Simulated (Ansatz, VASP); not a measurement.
# MgH12C12S4N2O12F12 in two plane-wave programs, part 2 of 2

One calculation is typed for both programs; each brings its own data sets. How far apart do they land? The structure shown is frame 100 of Ansatz's trajectory.

VASP 6.6.1 and Ansatz 0.2.0.

So far: Set-up; Ansatz: dynamics, PBE with D4.

## Step 3: VASP: single point, PBE with D4

Level of this step: PBE with D4; plane waves and PAW (N, S, O, C, F, H, Mg) (VASP).

The same cell, functional and mesh now go to VASP, with its own data sets.

Lines of VASP's logs that name or quote its potential files are left out, and so is its time.

INCAR reads:

```
SYSTEM = MgH12C12S4N2O12F12
PREC = Accurate
ENCUT = 520
EDIFF = 1E-06
NELM = 120
ISMEAR = 0
SIGMA = 0.01
LREAL = Auto
ALGO = Normal
GGA = PE
IVDW = 13
NBANDS = 336
LORBIT = 11
LWAVE = .FALSE.
LCHARG = .FALSE.
ISIF = 2
LASPH = .TRUE.
GGA_COMPAT = .FALSE.
EFERMI = MIDGAP
NCORE = 2
```

POSCAR reads:

```
MgH12C12S4N2O12F12
1.0
   11.4098000000      0.0000000000      0.0000000000
    0.0000000000     11.4098000000      0.0000000000
    0.0000000000      0.0000000000     11.4098000000
N S O C F H Mg
4 8 24 24 24 24 2
Direct
    0.8294448632      0.6254623219      0.1877508808
    0.3312853862      0.8414257919      0.2094339953
    0.8334677207      0.4065364862      0.9165892478
    0.0851723957      0.5510000175      0.6601780925
    0.9356781013      0.6783116268      0.1223246683
    0.7552542551      0.7044470543      0.2682430893
    0.2908026433      0.8095496854      0.3344756262
    0.2727918105      0.7981647356      0.0945678277
    0.9534873530      0.3379112693      0.8986923522
    0.7086890217      0.3620922365      0.8789198759
    0.1015530509      0.6542007748      0.7382425634
    0.0090799138      0.5561973041      0.5437606268
    0.9892723799      0.5908079020      0.0410348998
    0.0197637119      0.7323791828      0.2017125629
    0.6992848253      0.8076215183      0.2170414906
    0.8178495679      0.7258584725      0.3824519273
    0.3258777542      0.6942978843      0.3850724816
    0.1712650528      0.8512243861      0.3586653579
    0.1856386615      0.8700853652      0.0370909218
    0.2480937440      0.6704499641      0.0850672229
    0.0473102070      0.3826359796      0.9690353906
    0.9783256499      0.3116005539      0.7747287420
    0.6603183228      0.2741327631      0.9560816141
    0.6947010465      0.3435993620      0.7512401620
    0.1368297429      0.6154007958      0.8551157777
    0.0119546355      0.7458588231      0.7316517380
    0.0258812600      0.4523830391      0.4717698820
    0.0257673228      0.6625444793      0.4697891286
    0.1764097530      0.4364668969      0.1704937860
    0.3297954390      0.4615155393      0.2855001841
[... 74 atom lines left out ...]
    0.6789076057      0.2414152746      0.3671931147
    0.7244999912      0.2628617504      0.2186453750
    0.9364493681      0.3005661800      0.2807498817
    0.8842398640      0.3068327227      0.4325316833
    0.1591088363      0.5348647654      0.0198338271
    0.9892899087      0.8076039896      0.3868078319
```

KPOINTS reads:

```
Automatic mesh
0
Gamma
1 1 1
0 0 0
```

Potentials, in the order of the species: N, S, O, C, F, H and Mg (PBE family, release 64).

On the command line:

```bash
> mpirun -np 8 vasp_gam
```

Numbers of over 12 decimals in the logs are rounded to 6 here.

Output:

```text
[banner, memory and clock lines left out]
running    8 mpi-ranks, on    1 nodes
[...]
LDA part: xc-table for (Slater+PW92), standard interpolation
 POSCAR, INCAR and KPOINTS ok, starting setup
[...]
entering main loop
       N       E                     dE             d eps       ncg     rms          rms(c)
DAV:   1     0.474755358924E+04    0.47476E+04   -0.29683E+05   696   0.145E+03
DAV:   2    -0.248708684656E+03   -0.49963E+04   -0.48183E+04   824   0.364E+02
DAV:   3    -0.681655652177E+03   -0.43295E+03   -0.42925E+03   808   0.113E+02
DAV:   4    -0.690662513366E+03   -0.90069E+01   -0.89520E+01   824   0.176E+01
[...]
DAV:  19    -0.627614173013E+03    0.27786E-05   -0.24422E-06   648   0.578E-03    0.466E-03
DAV:  20    -0.627614171046E+03    0.19675E-05   -0.11075E-06   520   0.556E-03    0.178E-03
DAV:  21    -0.627614170685E+03    0.36047E-06   -0.13543E-06   592   0.354E-03
   1 F= -.63549406E+03 E0= -.63549406E+03  d E =0.000000E+00
```

From OUTCAR (step 3):

```text
  FREE ENERGIE OF THE ION-ELECTRON SYSTEM (eV)
  ---------------------------------------------------
  free  energy   TOTEN  =      -635.4940588451 eV

  energy  without entropy=     -635.4940588451  energy(sigma->0) =     -635.49405885
```

The run ends at a pressure of 0.93 GPa, with forces up to 5.1 eV/Å.

## Step 4: Differences

Known differences besides the potentials themselves: fixed occupations in Ansatz, narrow Gaussian smearing in VASP; the data sets hold 520 valence electrons in Ansatz (on its default PAW (the set named soft_2) files) and 504 in VASP; the cutoff is 420 eV in Ansatz and 520 eV in VASP (PREC = Accurate, projectors in real space). Total energies have different zeros and are not compared.

Forces on 10 of the 110 atoms, those with the largest forces and the largest differences (eV/Å; atoms numbered as in POSCAR):

```csv
atom,"Ansatz x, y, z","VASP x, y, z"
N4,"-0.226, -3.124, -2.659","-0.274, -2.825, -2.588"
S5,"2.732, -0.505, -1.939","2.796, -0.614, -1.762"
S6,"-0.216, 3.155, 2.231","-0.120, 3.191, 2.123"
S7,"0.028, -2.329, 3.121","-0.113, -2.283, 2.982"
S8,"0.489, -0.997, -3.705","0.361, -0.995, -3.617"
S11,"-0.058, 3.591, 3.835","-0.150, 3.362, 3.880"
O31,"1.172, -1.253, -2.200","1.590, -1.366, -2.486"
C52,"2.591, 1.505, 1.533","2.481, 1.501, 1.582"
F63,"0.791, -0.695, -0.682","1.188, -0.602, -1.070"
F83,"-0.537, -1.412, 1.678","-0.419, -1.454, 2.186"
```

The forces differ by 166 meV/Å r.m.s., which is 15.9 % of the r.m.s. force of 1.043 eV/Å (both taken over all components).

## Step 5: What came out

- r.m.s. force difference (single point, PBE with D4): 16 % of the r.m.s. force

In words: The r.m.s. force difference is 16 % of the r.m.s. force (single point, PBE with D4), beyond the 3 % picked in this series as the mark of a large difference. The data sets hold unlike numbers of valence electrons (520 in Ansatz and 504 in VASP), so part of the differences comes from the potentials. What causes the difference of the single point, PBE with D4 pair stays open here. 2 further runs of this series are not shown here. How closely two codes agree says nothing of how well the functional describes the real material.

[Lines on the potential files, build, host, timing and source positions are cut from VASP's logs without a mark.]

[Logs are printed without paths, hosts, clocks, repeated set-up lines and the standing remarks that a program may print on its own settings, such as how far it seeks lower states.]

[Hosts, paths, dates, database ids (printed as entryN), source tags and the programs' standing remarks are cut or masked in the printed files.]
